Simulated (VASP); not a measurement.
Given:

```xyz
4
Lattice="0.0000 3.1498 3.1498 3.1498 0.0000 3.1498 3.1498 3.1498 0.0000" Properties=species:S:1:pos:R:3 pbc="T T T"
C      0.0000     0.0000     0.0000
Ru     3.1498     3.1498     3.1498
Ru     1.5749     1.5749     1.5749
Ru     4.7247     4.7247     4.7247
```

All values below come from PBE GGA, VASP's PBE PAW potentials (set 64) (plane waves; VASP). Run with 350 eV cut-off, 6×6×6 Γ-centred mesh, Gaussian smearing of 0.050 eV, potentials C Ru_pv.

At this cut-off the stress carries a Pulay error, which pulls relaxed volumes low.

Give the stress tensor in GPa (positive for a compressed cell).

```
-38.21    0.00    0.00
  0.00  -38.21    0.00
  0.00    0.00  -38.21
```
The pressure is its mean diagonal, -38.21 GPa.

The structure was generated: Ru3C was put into the D03 type (Fm-3m), which need not be its known phase. The cell was not relaxed at this level. The run is one of a series of settings (ENCUT = 350 against the base run), some of them coarse on purpose.
